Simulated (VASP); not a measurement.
Data:

```
Mg2Sn
1.0
    0.00000     3.32531     3.32531
    3.32531     0.00000     3.32531
    3.32531     3.32531     0.00000
Mg Sn
2 1
Direct
  0.25000   0.25000   0.25000
  0.75000   0.75000   0.75000
  0.00000   0.00000   0.00000
```

Computed with LDA (Ceperley-Alder, Perdew-Zunger), VASP's LDA PAW potentials (set 64) (plane waves; VASP 6.6.1). Settings: 500 eV cut-off, 8×8×8 Γ-centred mesh, first-order Methfessel-Paxton smearing of 0.10 eV, potentials Mg Sn_d.

Unless said otherwise, spin-orbit coupling is left out, though it shifts the bands of the heavy elements here.

Predict the energy per atom (σ→0), band gap (on the k-mesh) with the smallest direct gap where there is one.

The band gap (on the k-mesh) is none (metal, semimetal or under 0.01 eV) and the energy per atom (σ→0) comes out as -2.978 eV/atom.

The compound is Mg2Sn in the antifluorite structure. It was relaxed first.
